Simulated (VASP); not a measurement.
Molecule: C3H4, in a box.

```xyz
7
Lattice="14.1933 0.0000 0.0000 0.0000 14.6933 0.0000 0.0000 0.0000 15.1933" Properties=species:S:1:pos:R:3 pbc="T T T"
C     6.0800    7.3511    8.9459
C     6.8086    7.3833    7.9794
C     7.6822    7.4227    6.8197
H     5.4365    7.3229    9.7998
H     7.6887    8.4245    6.3632
H     7.3541    6.7049    6.0521
H     8.7179    7.1713    7.0953
```

Base run:

* Program: VASP 6.6.1
* Functional: rev-vdW-DF2
* Potentials or basis: VASP PAW PBE potentials, release 64 (C, H)
* Cutoff: 400 eV
* k mesh: 1 × 1 × 1
* Occupations: gaussian, width 0.01 eV
* Spin: no spin polarisation

Its results: gap between the frontier levels 5.74 eV; largest force 0.198 eV/Å.

After a change of settings the same cell gave: gap between the frontier levels 5.68 eV; largest force 0.123 eV/Å. Which change was it?
A. functional from rev-vdW-DF2 to PBEsol
B. functional from rev-vdW-DF2 to r2SCAN; dispersion from none to rVV10
C. functional from rev-vdW-DF2 to optB86b-vdW
D. functional from rev-vdW-DF2 to LDA; potentials or basis from VASP PAW PBE potentials, release 64 (C, H) to VASP PAW LDA potentials, release 64 (C, H)

C.

Caveats: the standard files for N, O and F lose accuracy on very short bonds; the PAW data sets were made with another functional, which shifts forces and pressure a little.

Runs at the PBE level aren't shown here.
